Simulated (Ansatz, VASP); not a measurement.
**Cross-check of Sb2O3 (Senarmontite) between VASP and Ansatz**

Aim: how closely do two programs agree when they are given the same cell, functional and k mesh? The two relaxations start from unlike cells of this crystal (the structure described is Ansatz's start), so only their ends are compared.

Calculated with Ansatz 0.2.0; plane waves, with VASP 6.6.1 beside it; relaxation of cell and atoms at LDA.

### Step 1. The structure

The structure is cubic, space group Fd-3m (No. 227). The conventional cell has a = 10.738 Å, b = 10.738 Å, c = 10.738 Å, α = 90.00°, β = 90.00°, γ = 90.00°. Sb has 3 O at 1.99 Å nearest. O has 2 Sb at 1.99 Å nearest. Farther neighbours and most contacts between anions are not listed.

### Step 2. VASP: relaxation of cell and atoms, LDA

The relaxed volume is the usual yardstick between codes: in a stiff, nearly cubic crystal its relative difference is about their pressure difference at one cell divided by the bulk modulus.

Lines of VASP's logs that name or quote its potential files are left out, and so is its time.

The input, INCAR:

```
SYSTEM = Sb2O3
PREC = Accurate
ENCUT = 600
EDIFF = 1E-07
NELM = 120
ISMEAR = 0
SIGMA = 0.02
LREAL = .FALSE.
ALGO = Normal
GGA = CA
NBANDS = 76
LORBIT = 11
LWAVE = .FALSE.
LCHARG = .FALSE.
ISIF = 3
IBRION = 2
NSW = 80
EDIFFG = -0.005
LASPH = .TRUE.
GGA_COMPAT = .FALSE.
NELMIN = 4
EFERMI = MIDGAP
KPAR = 2
```

The input, POSCAR:

```
Sb2O3
1.0
    0.0000000000      5.4071176366      5.4071176366
    5.4071176366      0.0000000000      5.4071176366
    5.4071176366      5.4071176366      0.0000000000
Sb O
8 12
Direct
    0.8801922197      0.8801922197      0.8801922197
    0.8905768919      0.3698076406      0.3698076406
    0.8801922197      0.8801922197      0.3594231546
    0.3698076406      0.8905768919      0.3698076406
    0.3594231546      0.8801922197      0.8801922197
    0.3698076406      0.3698076406      0.3698076406
    0.8801922197      0.3594231546      0.8801922197
    0.3698076406      0.3698076406      0.8905768919
    0.8066335850      0.1933664150      0.1933664150
    0.4433663684      0.0566335385      0.4433663684
    0.1933665081      0.8066334919      0.8066334919
    0.0566335385      0.4433663684      0.0566335385
    0.1933664150      0.8066335850      0.1933664150
    0.4433663684      0.4433663684      0.0566335385
    0.8066334919      0.1933665081      0.8066334919
    0.0566335385      0.0566335385      0.4433663684
    0.4433663684      0.0566335385      0.0566335385
    0.1933664150      0.1933664150      0.8066335850
    0.0566335385      0.4433663684      0.4433663684
    0.8066334919      0.8066334919      0.1933665081
```

The input, KPOINTS:

```
Automatic mesh
0
Gamma
2 2 2
0 0 0
```

PAW data sets: Sb and O (LDA family, release 64).

Run with:

```console
mpirun -np 4 vasp_std
```

Numbers of over 12 decimals in the logs are rounded to 6 here.

Output:

```text
[banner, memory and clock lines left out]
running    4 mpi-ranks, on    1 nodes
 distrk:  each k-point on    2 cores,    2 groups
 distr:  one band on    1 cores,    2 groups

 POSCAR found type information on POSCAR SbO
 POSCAR found :  2 types and      20 ions
|                                                                             |
|               ----> ADVICE to this user running VASP <----                  |
|                                                                             |
|     You have a (more or less) 'large supercell' and for larger cells it     |
|     might be more efficient to use real-space projection operators.         |
|     Therefore, try LREAL= Auto in the INCAR file.                           |
|     Mind: For very accurate calculation, you might also keep the            |
|     reciprocal projection scheme (i.e. LREAL=.FALSE.).                      |
|                                                                             |

 LDA part: xc-table for (Slater(with rela. corr.)+CA(PZ))
 , standard interpolation
 POSCAR, INCAR and KPOINTS ok, starting setup
 FFT: planning ... GRIDC
 FFT: planning ... GRID_SOFT
 FFT: planning ... GRID
 WAVECAR not read
 entering main loop
       N       E                     dE             d eps       ncg     rms          rms(c)
DAV:   1     0.106170232468E+04    0.10617E+04   -0.52476E+04   456   0.148E+03
DAV:   2    -0.185156769896E+02   -0.10802E+04   -0.10267E+04   600   0.297E+02
DAV:   3    -0.152237466857E+03   -0.13372E+03   -0.13188E+03   520   0.127E+02
DAV:   4    -0.155856087138E+03   -0.36186E+01   -0.35989E+01   576   0.214E+01
DAV:   5    -0.155956658956E+03   -0.10057E+00   -0.10051E+00   608   0.347E+00    0.304E+01
DAV:   6    -0.134358624384E+03    0.21598E+02   -0.10117E+02   496   0.379E+01    0.168E+01
DAV:   7    -0.134126693898E+03    0.23193E+00   -0.83064E+00   528   0.976E+00    0.575E+00
DAV:   8    -0.133831486855E+03    0.29521E+00   -0.78117E-01   528   0.345E+00    0.223E+00
DAV:   9    -0.133725638829E+03    0.10585E+00   -0.12088E-01   552   0.153E+00    0.363E-01
DAV:  10    -0.133726318889E+03   -0.68006E-03   -0.16148E-02   520   0.480E-01    0.130E-01
DAV:  11    -0.133726588163E+03   -0.26927E-03   -0.15189E-03   528   0.130E-01    0.982E-02
DAV:  12    -0.133726468540E+03    0.11962E-03   -0.99666E-04   544   0.120E-01    0.286E-02
DAV:  13    -0.133726464743E+03    0.37970E-05   -0.77671E-05   536   0.348E-02    0.225E-02
DAV:  14    -0.133726464894E+03   -0.15121E-06   -0.46529E-06   552   0.708E-03    0.562E-03
DAV:  15    -0.133726464885E+03    0.88567E-08   -0.35231E-07   488   0.207E-03
   1 F= -.13372646E+03 E0= -.13372646E+03  d E =-.133726E+03
[...]
2 F= -.13372644E+03 E0= -.13372644E+03  d E =0.243973E-04
[...]
3 F= -.13372648E+03 E0= -.13372648E+03  d E =-.135130E-04
[...]
4 F= -.13372648E+03 E0= -.13372648E+03  d E =-.135255E-04
[...]
5 F= -.13372648E+03 E0= -.13372648E+03  d E =-.132780E-04
[...]
6 F= -.13372648E+03 E0= -.13372648E+03  d E =-.134768E-04
 curvature:  -0.07 expect dE=-0.982E-06 dE for cont linesearch -0.212E-08
 trial: gam= 0.18882 g(F)=  0.136E-04 g(S)=  0.151E-06 ort =-0.155E-05 (trialstep = 0.880E+00)
 search vector abs. value=  0.161E-04
 bond charge predicted
       N       E                     dE             d eps       ncg     rms          rms(c)
DAV:   1    -0.133726503199E+03   -0.24832E-04   -0.41956E-04   496   0.856E-02    0.291E-02
DAV:   2    -0.133726487950E+03    0.15249E-04   -0.53776E-05   488   0.296E-02    0.694E-03
DAV:   3    -0.133726487205E+03    0.74546E-06   -0.43395E-06   520   0.703E-03    0.268E-03
DAV:   4    -0.133726486783E+03    0.42136E-06   -0.89566E-07   512   0.343E-03    0.177E-03
DAV:   5    -0.133726486710E+03    0.73374E-07   -0.20134E-07   308   0.152E-03
   7 F= -.13372649E+03 E0= -.13372649E+03  d E =-.834760E-05
 trial-energy change:   -0.000008  1 .order   -0.000010   -0.000012   -0.000007
 step:   2.2496(harm=  2.2496)  dis= 0.00035  next Energy=  -133.726494 (dE=-0.152E-04)
 reached required accuracy - stopping structural energy minimisation
```

From OUTCAR (step 2):

```text
ion  position               nearest neighbor table
   1  0.880  0.880  0.880-  11 2.00  15 2.00  20 2.00  16 2.76  17 2.76  12 2.76   3 3.66   5 3.66
                             7 3.66
   2  0.891  0.370  0.370-  12 2.00  16 2.00  19 2.00   9 2.76  15 2.76  20 2.76   4 3.66   6 3.66
                             8 3.66
   3  0.880  0.880  0.359-  20 2.00  13 2.00   9 2.00  19 2.76  10 2.76  16 2.76   1 3.66   5 3.66
                             7 3.66
   4  0.370  0.891  0.370-  16 2.00  17 2.00  10 2.00  13 2.76  11 2.76  20 2.76   2 3.66   6 3.66
                             8 3.66
   5  0.359  0.880  0.880-  11 2.00  13 2.00  18 2.00  14 2.76  10 2.76  17 2.76   1 3.66   3 3.66
                             7 3.66
   6  0.370  0.370  0.370-  10 2.00  14 2.00  19 2.00   9 2.76  18 2.76  13 2.76   2 3.66   4 3.66
                             8 3.66
   7  0.880  0.359  0.880-  15 2.00   9 2.00  18 2.00  14 2.76  19 2.76  12 2.76   1 3.66   3 3.66
                             5 3.66
   8  0.370  0.370  0.891-  12 2.00  17 2.00  14 2.00  18 2.76  11 2.76  15 2.76   2 3.66   4 3.66
                             6 3.66
   9  0.807  0.193  0.193-   3 2.00   7 2.00   2 2.76   6 2.76
  10  0.443  0.057  0.443-   6 2.00   4 2.00   5 2.76   3 2.76
  11  0.193  0.807  0.807-   5 2.00   1 2.00   4 2.76   8 2.76
  12  0.057  0.443  0.057-   2 2.00   8 2.00   1 2.76   7 2.76
  13  0.193  0.807  0.193-   3 2.00   5 2.00   4 2.76   6 2.76
  14  0.443  0.443  0.057-   6 2.00   8 2.00   7 2.76   5 2.76
  15  0.807  0.193  0.807-   7 2.00   1 2.00   2 2.76   8 2.76
  16  0.057  0.057  0.443-   2 2.00   4 2.00   1 2.76   3 2.76
  17  0.443  0.057  0.057-   4 2.00   8 2.00   1 2.76   5 2.76
  18  0.193  0.193  0.807-   5 2.00   7 2.00   8 2.76   6 2.76
  19  0.057  0.443  0.443-   6 2.00   2 2.00   3 2.76   7 2.76
  20  0.807  0.807  0.193-   3 2.00   1 2.00   2 2.76   4 2.76

  LATTYP: Found a face centered cubic cell.
 ALAT       =    10.8142352732

 Subroutine GETGRP returns: Found 48 space group operations
 (whereof 24 operations were pure point group operations)

The static configuration has the point symmetry T_d .
 The point group associated with its full space group is O_h .

 Found      3 irreducible k-points:

   k-points           NKPTS =      3   k-points in BZ     NKDIM =      3   number of bands    NBANDS=     76

   dimension x,y,z NGX =    64 NGY =   64 NGZ =   64
   dimension x,y,z NGXF=   128 NGYF=  128 NGZF=  128

   ENCUT  =  600.0 eV  44.10 Ry    6.64 a.u.  15.27 15.27 15.27*2*pi/ulx,y,z

   NELECT =     112.0000    total number of electrons

 k-points in reciprocal lattice and weights: Automatic mesh
   0.00000000  0.00000000  0.00000000       0.125
   0.50000000  0.00000000  0.00000000       0.500
   0.50000000  0.50000000  0.00000000       0.375

 average (electrostatic) potential at core
       1 -87.7707       2 -87.7707       3 -87.7707       4 -87.7707       5 -87.7707
       6 -87.7707       7 -87.7707       8 -87.7707       9 -70.1320      10 -70.1320
      11 -70.1320      12 -70.1320      13 -70.1320      14 -70.1320      15 -70.1320
      16 -70.1320      17 -70.1320      18 -70.1320      19 -70.1320      20 -70.1320

 E-fermi :   6.1876

 k-point     1 :       0.0000    0.0000    0.0000
  band No.  band energies     occupation
    ...
     52       4.4640      2.00000
     53       4.4640      2.00000
     54       4.5784      2.00000
     55       4.5784      2.00000
     56       4.5784      2.00000
     57       7.5132      0.00000
     58       7.5132      0.00000
     59       7.5132      0.00000
     60       8.6175      0.00000
     61       8.6175      0.00000
    ...

 k-point     2 :       0.5000    0.0000    0.0000
  band No.  band energies     occupation
    ...
     52       4.2767      2.00000
     53       4.6571      2.00000
     54       4.6571      2.00000
     55       4.8620      2.00000
     56       4.8620      2.00000
     57       8.1417      0.00000
     58       8.4579      0.00000
     59       8.4579      0.00000
     60       9.0463      0.00000
     61       9.2578      0.00000
    ...

 k-point     3 :       0.5000    0.5000    0.0000
  band No.  band energies     occupation
    ...
     52       4.2471      2.00000
     53       4.6139      2.00000
     54       4.6139      2.00000
     55       4.8215      2.00000
     56       4.8215      2.00000
     57       8.5501      0.00000
     58       8.5501      0.00000
     59       8.9037      0.00000
     60       8.9037      0.00000
     61       9.6996      0.00000
    ...

  Total       -0.0102479     -0.0102479     -0.0102479     -0.0000000     -0.0000000     -0.0000000
  in kB       -0.0519534     -0.0519534     -0.0519534     -0.0000000     -0.0000000     -0.0000000
  external PRESSURE =      -0.0519534 kB  Pullay stress =       0.0000000 kB

  energy-cutoff  :      600.00
  volume of cell :      316.03
      direct lattice vectors                 reciprocal lattice vectors
     0.000000000  5.406301645  5.406301645    -0.092484666  0.092484666  0.092484666
     5.406301645 -0.000000000  5.406301645     0.092484666 -0.092484666  0.092484666
     5.406301645  5.406301645 -0.000000000     0.092484666  0.092484666 -0.092484666

 POSITION                                       TOTAL-FORCE (eV/Angst)
 -----------------------------------------------------------------------------------
      9.51706      9.51706      9.51706        -0.001801     -0.001801     -0.001801
      3.99869      6.81391      6.81391         0.001801     -0.001801     -0.001801
      6.70185      6.70185      9.51706         0.001801      0.001801     -0.001801
      6.81391      3.99869      6.81391        -0.001801      0.001801     -0.001801
      9.51706      6.70185      6.70185        -0.001801      0.001801      0.001801
      3.99869      3.99869      3.99869         0.001801      0.001801      0.001801
      6.70185      9.51706      6.70185         0.001801     -0.001801      0.001801
      6.81391      6.81391      3.99869        -0.001801     -0.001801      0.001801
      2.09075      5.40630      5.40630         0.001229      0.000000      0.000000
      2.70315      4.79390      2.70315         0.000000      0.001229      0.000000
      8.72185      5.40630      5.40630        -0.001229      0.000000      0.000000
      2.70315      0.61240      2.70315         0.000000     -0.001229      0.000000
      5.40630      2.09075      5.40630         0.000000      0.001229      0.000000
      2.70315      2.70315      4.79390         0.000000      0.000000      0.001229
      5.40630      8.72185      5.40630         0.000000     -0.001229      0.000000
      2.70315      2.70315      0.61240         0.000000      0.000000     -0.001229
      0.61240      2.70315      2.70315        -0.001229      0.000000      0.000000
      5.40630      5.40630      2.09075         0.000000      0.000000      0.001229
      4.79390      2.70315      2.70315         0.001229      0.000000      0.000000
      5.40630      5.40630      8.72185         0.000000      0.000000     -0.001229
 -----------------------------------------------------------------------------------
    total drift:                                0.000995      0.000995      0.000493

  FREE ENERGIE OF THE ION-ELECTRON SYSTEM (eV)
  ---------------------------------------------------
  free  energy   TOTEN  =      -133.7264867099 eV

  energy  without entropy=     -133.7264867099  energy(sigma->0) =     -133.72648671

 reached required accuracy - stopping structural energy minimisation

 total charge
# of ion       s       p       d       tot
------------------------------------------
    1        1.238   0.939   0.136   2.313
    2        1.238   0.939   0.136   2.313
    3        1.238   0.939   0.136   2.313
    4        1.238   0.939   0.136   2.313
    5        1.238   0.939   0.136   2.313
    6        1.238   0.939   0.136   2.313
    7        1.238   0.939   0.136   2.313
    8        1.238   0.939   0.136   2.313
    9        1.560   3.461   0.000   5.021
   10        1.560   3.461   0.000   5.021
   11        1.560   3.461   0.000   5.021
   12        1.560   3.461   0.000   5.021
   13        1.560   3.461   0.000   5.021
   14        1.560   3.461   0.000   5.021
   15        1.560   3.461   0.000   5.021
   16        1.560   3.461   0.000   5.021
   17        1.560   3.461   0.000   5.021
   18        1.560   3.461   0.000   5.021
   19        1.560   3.461   0.000   5.021
   20        1.560   3.461   0.000   5.021
--------------------------------------------------
tot         28.620  49.046   1.086  78.753
```

CONTCAR:

```
Sb2O3
   1.00000000000000
     0.0000000000000000    5.4063016446432437    5.4063016446432437
     5.4063016446432437   -0.0000000000000000    5.4063016446432437
     5.4063016446432437    5.4063016446432437   -0.0000000000000000
  Sb              O
     8    12
Direct
     0.8801819439339950    0.8801819439339950    0.8801819439339950
     0.8905460646019828    0.3698179163660059    0.3698179163660059
     0.8801819439339950    0.8801819439339950    0.3594539818980156
     0.3698179163660059    0.8905460646019828    0.3698179163660059
     0.3594539818980156    0.8801819439339950    0.8801819439339950
     0.3698179163660059    0.3698179163660059    0.3698179163660059
     0.8801819439339950    0.3594539818980156    0.8801819439339950
     0.3698179163660059    0.3698179163660059    0.8905460646019828
     0.8066376644091338    0.1933623355908664    0.1933623355908664
     0.4433622889908660    0.0566376179091352    0.4433622889908660
     0.1933624286908652    0.8066375713091349    0.8066375713091349
     0.0566376179091352    0.4433622889908660    0.0566376179091352
     0.1933623355908664    0.8066376644091338    0.1933623355908664
     0.4433622889908660    0.4433622889908660    0.0566376179091352
     0.8066375713091349    0.1933624286908652    0.8066375713091349
     0.0566376179091352    0.0566376179091352    0.4433622889908660
     0.4433622889908660    0.0566376179091352    0.0566376179091352
     0.1933623355908664    0.1933623355908664    0.8066376644091338
     0.0566376179091352    0.4433622889908660    0.4433622889908660
     0.8066375713091349    0.8066375713091349    0.1933624286908652
```

(Continued in part 2 of 2.)

[Lines on the potential files, build, host, timing and source positions are cut from VASP's logs without a mark.]

[Logs are printed without paths, hosts, clocks, repeated set-up lines and the standing remarks that a program may print on its own settings, such as how far it seeks lower states.]

[Hosts, paths, dates, database ids (printed as entryN), source tags and the programs' standing remarks are cut or masked in the printed files.]
